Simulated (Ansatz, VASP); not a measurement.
# Cross-check of Ni (Ni wire along [110], 8 atoms a period) between VASP and Ansatz, part 2 of 2

One calculation is typed for both programs; each brings its own data sets. How far apart do they land? The cell is taken from a series of runs on this material, whose earlier steps may have relaxed, scaled, displaced or heated it; both programs get it as it stands.

VASP 6.6.1 and Ansatz 0.2.0.

So far: The starting structure; Ansatz: single point, PBE; VASP: single point, PBE.

### Step 3. VASP: single point, PBE (continued)

Level of this step: PBE, spin-polarised from a ferromagnetic start; plane waves and PAW (Ni) (VASP).

Numbers of over 12 decimals in the logs are rounded to 6 here.

From OUTCAR (step 3):

```text
ion  position               nearest neighbor table
   1  0.319  0.695  0.000-   2 2.30   6 2.40   6 2.40
   2  0.340  0.500  0.000-   1 2.30   7 2.30   6 2.46   5 2.46   5 2.46   6 2.46
   3  0.681  0.695  0.000-   4 2.30   6 2.40   6 2.40
   4  0.660  0.500  0.000-   3 2.30   8 2.30   6 2.46   5 2.46   5 2.46   6 2.46
   5  0.500  0.383  0.500-   7 2.40   8 2.40   7 2.40   8 2.40   2 2.46   4 2.46   2 2.46   4 2.46
                             6 2.75
   6  0.500  0.617  0.500-   1 2.40   3 2.40   1 2.40   3 2.40   2 2.46   2 2.46   4 2.46   4 2.46
                             5 2.75
   7  0.319  0.305  0.000-   2 2.30   5 2.40   5 2.40
   8  0.681  0.305  0.000-   4 2.30   5 2.40   5 2.40

  LATTYP: Found a simple orthorhombic cell.
 ALAT       =     2.3853045395
 B/A-ratio  =     4.3264915775
 C/A-ratio  =     4.9377342830

 Subroutine GETGRP returns: Found  8 space group operations
 (whereof  8 operations were pure point group operations)

The static configuration has the point symmetry D_2h.

 Found     18 irreducible k-points:

   k-points           NKPTS =     18   k-points in BZ     NKDIM =     18   number of bands    NBANDS=     57

   dimension x,y,z NGX =    80 NGY =   90 NGZ =   18
   dimension x,y,z NGXF=   160 NGYF=  180 NGZF=   36

   ENCUT  =  520.0 eV  38.22 Ry    6.18 a.u.  19.19 21.90  4.44*2*pi/ulx,y,z

   NELECT =      80.0000    total number of electrons

 k-points in reciprocal lattice and weights: Automatic mesh
   0.00000000  0.00000000  0.00000000       0.029
   0.00000000  0.00000000  0.02941176       0.059
   0.00000000  0.00000000  0.05882353       0.059
   0.00000000  0.00000000  0.08823529       0.059
   0.00000000  0.00000000  0.11764706       0.059
   0.00000000  0.00000000  0.14705882       0.059
   0.00000000  0.00000000  0.17647059       0.059
   0.00000000  0.00000000  0.20588235       0.059
   0.00000000  0.00000000  0.23529412       0.059
[...]
0.00000000  0.00000000  0.47058824       0.059
   0.00000000  0.00000000  0.50000000       0.029

 average (electrostatic) potential at core
       1 -91.1405       2 -91.4592       3 -91.1405       4 -91.4592       5 -91.5662
       6 -91.5662       7 -91.1405       8 -91.1405

 E-fermi :  -0.1671

 spin component 1
 k-point     1 :       0.0000    0.0000    0.0000
  band No.  band energies     occupation
    ...
     41      -0.7380      0.99999
     42      -0.7075      0.99998
     43      -0.6989      0.99998
     44      -0.6968      0.99997
     45      -0.6344      0.99991
     46      -0.0730      0.13224
     47       0.5100      0.00000
     48       0.7043      0.00000
     49       1.6442      0.00000
     50       1.7465      0.00000
    ...

 k-point     2 :       0.0000    0.0000    0.0294
  band No.  band energies     occupation
    ...
     41      -0.7528      0.99999
     42      -0.7428      0.99999
     43      -0.7094      0.99998
     44      -0.6657      0.99995
     45      -0.6398      0.99992
     46      -0.0320      0.06292
     47       0.5494      0.00000
     48       0.7409      0.00000
     49       1.6976      0.00000
     50       1.7835      0.00000
    ...

 k-point     3 :       0.0000    0.0000    0.0588
  band No.  band energies     occupation
    ...
     41      -0.7987      1.00000
     42      -0.7875      1.00000
     43      -0.7432      0.99999
     44      -0.7324      0.99999
     45      -0.5312      0.99931
     46       0.0796      0.00715
     47       0.6580      0.00000
     48       0.8451      0.00000
     49       1.8504      0.00000
     50       1.8919      0.00000
    ...

 k-point     4 :       0.0000    0.0000    0.0882
  band No.  band energies     occupation
    ...
     41      -0.8367      1.00000
     42      -0.8265      1.00000
     43      -0.8180      1.00000
     44      -0.7550      0.99999
     45      -0.3907      0.98872
     46       0.2426      0.00028
     47       0.8177      0.00000
     48       1.0046      0.00000
     49       2.0643      0.00000
     50       2.0860      0.00000
    ...

 k-point     5 :       0.0000    0.0000    0.1176
  band No.  band energies     occupation
    ...
     41      -0.8608      1.00000
     42      -0.8298      1.00000
     43      -0.7720      0.99999
     44      -0.7559      0.99999
     45      -0.2279      0.77139
     46       0.4444      0.00000
     47       1.0148      0.00000
     48       1.2080      0.00000
     49       2.2922      0.00000
     50       2.3869      0.00000
    ...

 k-point     6 :       0.0000    0.0000    0.1471
  band No.  band energies     occupation
    ...
     40      -0.9816      1.00000
     41      -0.8845      1.00000
     42      -0.8126      1.00000
     43      -0.7823      1.00000
     44      -0.6396      0.99992
     45      -0.0445      0.07930
     46       0.6780      0.00000
     47       1.2423      0.00000
     48       1.4473      0.00000
     49       2.5676      0.00000
    ...

  Total        0.0370731     -0.3144469     -0.0745944      0.0000000      0.0000000      0.0000000
  in kB        0.2048680     -1.7376521     -0.4122129      0.0000000      0.0000000      0.0000000
  external PRESSURE =      -0.6483323 kB  Pullay stress =       0.0000000 kB

  energy-cutoff  :      520.00
  volume of cell :      289.93
      direct lattice vectors                 reciprocal lattice vectors
    10.320000000  0.000000000  0.000000000     0.096899225  0.000000000  0.000000000
     0.000000000 11.778000000  0.000000000     0.000000000  0.084904058  0.000000000
     0.000000000  0.000000000  2.385304539     0.000000000  0.000000000  0.419233680

 POSITION                                       TOTAL-FORCE (eV/Angst)
 -----------------------------------------------------------------------------------
      3.29620      8.18265      0.00000        -0.010777     -0.020289      0.000000
      3.50491      5.88900      0.00000         0.014176      0.000000      0.000000
      7.02380      8.18265      0.00000         0.010777     -0.020289      0.000000
      6.81509      5.88900      0.00000        -0.014176      0.000000     -0.000000
      5.16000      4.51422      1.19265         0.000000      0.024932     -0.000000
      5.16000      7.26378      1.19265         0.000000     -0.024932     -0.000000
      3.29620      3.59535      0.00000        -0.010777      0.020289     -0.000000
      7.02380      3.59535      0.00000         0.010777      0.020289     -0.000000
 -----------------------------------------------------------------------------------
    total drift:                                0.000000     -0.000000      0.000000

  FREE ENERGIE OF THE ION-ELECTRON SYSTEM (eV)
  ---------------------------------------------------
  free  energy   TOTEN  =       -35.5941727672 eV

  energy  without entropy=      -35.4772134235  energy(sigma->0) =      -35.53569310

 total charge
# of ion       s       p       d       tot
------------------------------------------
    1        0.510   0.259   8.358   9.127
    2        0.502   0.423   8.331   9.257
    3        0.510   0.259   8.358   9.127
    4        0.502   0.423   8.331   9.257
    5        0.514   0.509   8.327   9.350
    6        0.514   0.509   8.327   9.350
    7        0.510   0.259   8.358   9.127
    8        0.510   0.259   8.358   9.127
--------------------------------------------------
tot          4.073   2.902  66.748  73.723

 magnetization (x)
# of ion       s       p       d       tot
------------------------------------------
    1        0.001  -0.010   0.802   0.794
    2       -0.010  -0.021   0.804   0.772
    3        0.001  -0.010   0.802   0.794
    4       -0.010  -0.021   0.804   0.772
    5       -0.009  -0.026   0.687   0.652
    6       -0.009  -0.026   0.687   0.652
    7        0.001  -0.010   0.802   0.794
    8        0.001  -0.010   0.802   0.794
--------------------------------------------------
tot         -0.033  -0.133   6.189   6.023

[... 6 further parts left out ...]
```

The magnetic state follows from one typed start and may not be the lowest.

### Step 4. Comparison

Known differences besides the potentials themselves: VASP starts from the moments at which Ansatz ended; the data sets hold 144 valence electrons in Ansatz (on its PAW soft_1 files) and 80 in VASP; the cutoff is 420 eV in Ansatz and 520 eV in VASP; site moments are counted in spheres of each program's own size. Total energies have different zeros and are not compared.

Compared:

```tsv
quantity	Ansatz	VASP	difference
total moment (μB)	6.05	5.99	+0.06
moment on Ni1 (μB)	0.81	0.79	+0.02
moment on Ni3 (μB)	0.81	0.79	+0.02
moment on Ni7 (μB)	0.81	0.79	+0.02
moment on Ni8 (μB)	0.81	0.79	+0.02
moment on Ni4 (μB)	0.81	0.77	+0.04
moment on Ni2 (μB)	0.81	0.77	+0.04
moment on Ni6 (μB)	0.69	0.65	+0.04
moment on Ni5 (μB)	0.69	0.65	+0.04
```

### Step 5. Summary of results

| Property | Result |
| --- | --- |
| difference in total moment (single point, PBE) | 0.061 μB |

The difference in total moment is 0.061 μB (single point, PBE). The data sets hold unlike numbers of valence electrons (144 in Ansatz and 80 in VASP), so part of the differences may come from the potentials. Such differences can come from data sets, numerical settings and the points named under the comparisons, not from the functional's error against experiment.

[Lines on the potential files, build, host, timing and source positions are cut from VASP's logs without a mark.]

[Logs are printed without paths, hosts, clocks, repeated set-up lines and the standing remarks that a program may print on its own settings, such as how far it seeks lower states.]

[Hosts, paths, dates, database ids (printed as entryN), source tags and the programs' standing remarks are cut or masked in the printed files.]
